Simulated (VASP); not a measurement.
SeH2, in a box:

```
Se H
1.0
    12.46107    0.00000    0.00000
     0.00000   12.96107    0.00000
     0.00000    0.00000   13.46107
Se H
1 2
Direct
  0.52598 0.50865 0.45670
  0.51039 0.42384 0.52901
  0.46063 0.57853 0.51928
```

Base run:

```yaml
Program: VASP 6.6.1
Functional: RPBE
Potentials_or_basis: VASP PAW PBE potentials, release 64 (Se, H)
Cutoff: 400 eV
k_mesh: 1 × 1 × 1
Occupations: gaussian, width 0.01 eV
Spin: no spin polarisation
```

Its results: gap between the frontier levels 4.72 eV; largest force 0.065 eV/Å.

Problem. The run is repeated on the same cell with these changes: functional from RPBE to PBEsol. What comes out?

Solution. Gap between the frontier levels 4.84 eV; largest force 0.034 eV/Å.

Caveats: the PAW data sets were made with another functional, which shifts forces and pressure a little.

